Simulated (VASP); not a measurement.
Consider the following.

```xyz
6
Lattice="1.7543 -3.0385 0.0000 1.7543 3.0385 0.0000 0.0000 0.0000 13.8978" Properties=species:S:1:pos:R:3 pbc="T T T"
Te     1.7543     1.0128    12.2389
Te     1.7543    -1.0128     5.2900
Te     1.7543    -1.0128     1.6589
Te     1.7543     1.0128     8.6078
Mo     1.7543     1.0128     3.4745
Mo     1.7543    -1.0128    10.4234
```

The numbers are results of vdW-DF-cx, VASP's PBE PAW potentials (set 64) (plane waves; VASP), not measurements. Numerical set-up: 520 eV cut-off, Gaussian smearing of 0.050 eV, potentials Te Mo_sv.

Unless said otherwise, spin-orbit coupling is left out, though it shifts the bands of the heavy elements here.

Give the energies of bands 17 to 30 at the high-symmetry points, in eV from the valence-band maximum.

```json
[
 {"band": "17", "Γ": "-1.80", "M": "-3.93", "K": "-4.25", "A": "-1.79", "L": "-3.50", "H": "-4.03"},
 {"band": "18", "Γ": "-1.78", "M": "-3.17", "K": "-3.88", "A": "-1.79", "L": "-3.50", "H": "-4.03"},
 {"band": "19", "Γ": "-1.78", "M": "-2.51", "K": "-3.41", "A": "-1.79", "L": "-2.46", "H": "-3.66"},
 {"band": "20", "Γ": "-1.11", "M": "-2.39", "K": "-3.41", "A": "-1.79", "L": "-2.46", "H": "-3.66"},
 {"band": "21", "Γ": "-1.02", "M": "-2.01", "K": "-3.08", "A": "-1.00", "L": "-1.96", "H": "-2.69"},
 {"band": "22", "Γ": "-1.02", "M": "-1.83", "K": "-3.08", "A": "-1.00", "L": "-1.96", "H": "-2.69"},
 {"band": "23", "Γ": "-0.98", "M": "-1.03", "K": "-1.83", "A": "-1.00", "L": "-0.98", "H": "-2.02"},
 {"band": "24", "Γ": "-0.98", "M": "-0.97", "K": "-1.83", "A": "-1.00", "L": "-0.98", "H": "-2.02"},
 {"band": "25", "Γ": "-0.27", "M": "-0.59", "K": "-0.34", "A": "-0.07", "L": "-0.42", "H": "-0.23"},
 {"band": "26", "Γ": "0.00", "M": "-0.26", "K": "-0.07", "A": "-0.07", "L": "-0.42", "H": "-0.23"},
 {"band": "27", "Γ": "2.90", "M": "1.28", "K": "0.99", "A": "2.94", "L": "1.31", "H": "1.00"},
 {"band": "28", "Γ": "2.91", "M": "1.34", "K": "0.99", "A": "2.94", "L": "1.31", "H": "1.00"},
 {"band": "29", "Γ": "3.05", "M": "1.44", "K": "1.07", "A": "2.94", "L": "1.64", "H": "1.57"},
 {"band": "30", "Γ": "3.06", "M": "1.81", "K": "2.15", "A": "2.94", "L": "1.64", "H": "1.57"}
]
```

The gap is indirect, 0.67 eV, from the valence maximum at Γ to the conduction minimum at K-Γ at 0.44.

Measured: gap 1.06 eV at 4 K (computed value off by -0.39 eV), as given by Desman Perdamaian Gulo et al., Physical Review Materials (2023), doi:10.1103/physrevmaterials.7.044001.

The compound is MoTe2 in the 2H layered structure. It was relaxed first.
